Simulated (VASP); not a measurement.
Method: PBE GGA with D4 dispersion, VASP's PBE PAW potentials (set 64) (plane waves; VASP).

VASP input:

INCAR:
```
ALGO = Normal
EDIFF = 1E-7
ENCUT = 520
GGA = PE
ISIF = 2
ISMEAR = 1
IVDW = 13
LASPH = .TRUE.
LCHARG = .FALSE.
LMAXMIX = 4
LREAL = .FALSE.
LWAVE = .FALSE.
NELM = 100
PREC = Accurate
SIGMA = 0.1
SYSTEM = TiCo
```

File KPOINTS:
```
Automatic mesh
0
Gamma
12 12 12
0 0 0
```

POSCAR:
```
TiCo
1
    2.9785870135     0.0000000000     0.0000000000
    0.0000000000     2.9785870135     0.0000000000
    0.0000000000     0.0000000000     2.9785870135
Ti Co
1 1
Direct
  0.0000000000   0.0000000000   0.0000000000
  0.5000000000   0.5000000000   0.5000000000
```

POTCAR, in this order: Ti_sv Co (PBE.64 set). Program: vasp_std.

**Question.** What does the run give for the energy per atom (σ→0), dispersion energy, pressure, band gap (on the k-mesh)?

**Answer.** 
The energy per atom (σ→0) is -8.124 eV/atom and the dispersion energy is -0.616 eV. The band gap (on the k-mesh) comes out as none (metal, semimetal or under 0.01 eV). The pressure is -5.35 GPa.

**OSZICAR**
```
...
DAV:  11    -0.156327125297E+02    0.17245E-02   -0.78324E-03  3054   0.107E+00    0.282E-01
DAV:  12    -0.156322689936E+02    0.44354E-03   -0.16453E-03  3648   0.363E-01    0.905E-02
DAV:  13    -0.156321701187E+02    0.98875E-04   -0.24982E-04  2914   0.148E-01    0.405E-02
DAV:  14    -0.156321602007E+02    0.99180E-05   -0.71180E-05  3470   0.716E-02    0.797E-03
DAV:  15    -0.156321603584E+02   -0.15769E-06   -0.47255E-06  2700   0.303E-02    0.111E-03
DAV:  16    -0.156321604746E+02   -0.11623E-06   -0.13629E-07  1906   0.495E-03    0.456E-04
DAV:  17    -0.156321604504E+02    0.24214E-07   -0.19061E-08  1320   0.190E-03
   1 F= -.16248096E+02 E0= -.16247570E+02  d E =-.157948E-02
```

The compound is TiCo in the CsCl type structure. This cell is one point of a volume scan, at 1.03 of the reference volume. The run is not spin-polarised, so no magnetic state was tried. The electron count is odd and the run is not spin-polarised, which forces a metal.
